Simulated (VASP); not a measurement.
Slab: C, a slab with vacuum.

```
C
1.0
     2.46568    0.00000    0.00000
    -1.23284    2.13534    0.00000
     0.00000    0.00000   21.42895
C
4
Cartesian
  0.0000 0.0000 9.0172
  1.2328 0.7118 9.0167
  0.0000 0.0000 12.4117
  0.0000 1.4236 12.4123
```

Base run:

* Program: VASP 6.6.1
* Functional: PBE0
* Potentials or basis: VASP PAW PBE potentials, release 64 (C)
* Cutoff: 520 eV
* k mesh: 9 × 9 × 1
* Occupations: gaussian, width 0.03 eV
* Spin: no spin polarisation

Its results: band gap on the k mesh 0.62 eV, direct; largest force 0.041 eV/Å.

Task: The run is repeated on the same cell with these changes: functional from PBE0 to HSE06. What comes out?

Result: Band gap on the k mesh 0.09 eV, direct; largest force 0.043 eV/Å.

Caveats: the PAW data sets were made with another functional, which shifts forces and pressure a little.
